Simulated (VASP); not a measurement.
KF (Carobbiite):

```
CELL_PARAMETERS angstrom
0.00000 2.67185 2.67185
2.67185 0.00000 2.67185
2.67185 2.67185 0.00000
ATOMIC_POSITIONS crystal
K 0.00000 0.00000 0.00000
F 0.50000 0.50000 0.50000
```

* Program: VASP 6.6.1
* Task: relaxation of cell and atoms
* Functional: LDA
* Potentials or basis: VASP PAW LDA potentials, release 64 (K_sv, F)
* Cutoff: 600 eV
* k mesh: 8 × 8 × 8
* Occupations: gaussian, width 0.02 eV
* Spin: no spin polarisation

At the start: pressure -3.4 GPa; volume 19.07 Å³/atom.

Q: How do energy, volume and symmetry change on relaxing?

A: Over 4 steps the energy falls by 21.8 meV/atom and the volume is 17.24 Å³/atom (-9.6 %); space group Fm-3m (No. 225, to 0.05 Å).

Step by step:
```
step  energy change (eV)  largest force (eV/Å)  pressure (GPa)  volume (Å³)
   1              0.0000                0.0000           -3.43        38.15
   2             -0.0359                0.0000           -1.64        35.94
   3             -0.0435                0.0000           -0.18        34.64
   4             -0.0436                0.0000            0.01        34.48
```

Final structure:
```xyz
2
Lattice="0.0000 2.5834 2.5834 2.5834 0.0000 2.5834 2.5834 2.5834 0.0000" Properties=species:S:1:pos:R:3 pbc="T T T"
K     2.5834    2.5834    5.1668
F     2.5834    2.5834    2.5834
```
